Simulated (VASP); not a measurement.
Here is the system:

```
Sm2S3
1.0
    1.93878     1.11935     8.99998
   -1.93878     1.11935     8.99998
    0.00000    -2.23871     8.99998
Sm S
2 3
Cartesian
  0.00000   0.00000  10.77298
  0.00000   0.00000  16.22697
  0.00000   0.00000   0.00000
  0.00000   0.00000   5.61599
  0.00000   0.00000  21.38396
```
Cell charge +0.5.

These are PBE GGA, VASP's PBE PAW potentials (set 64) (plane waves; VASP) values and carry that method's errors. Numerical set-up: NELECT = 39.5, 400 eV cut-off, 6×6×6 Γ-centred mesh, Gaussian smearing of 0.050 eV, potentials Sm_3 S.

The 4f electrons are frozen in the core of the lanthanide potential, so 4f levels, which can set the real gap, and their magnetism are missing. The cell is charged, with a uniform compensating background.

**Question.** Which forces act on the atoms, in eV/Å?

**Answer.** 
```csv
atom,Fx,Fy,Fz
Sm1,0.000,0.000,1.489
Sm2,0.000,0.000,-1.489
S3,0.000,0.000,0.000
S4,0.000,0.000,1.473
S5,0.000,0.000,-1.473
```

**Question.** Give the stress tensor in GPa (positive for a compressed cell).

**Answer.** 
```
 0.49   0.00   0.00
 0.00   0.49   0.00
 0.00   0.00  -5.02
```
The pressure is its mean diagonal, -1.35 GPa.

The structure was generated: Sm2S3 was put into the Bi2Te3 type (R-3m), which need not be its known phase. The cell was not relaxed at this level. The k-mesh is coarse (spacing up to 0.31 per Å, 2π included), so the numbers may not be converged in it. The run is one of a series of settings (NELECT = 39.5 against the base run), some of them coarse on purpose.
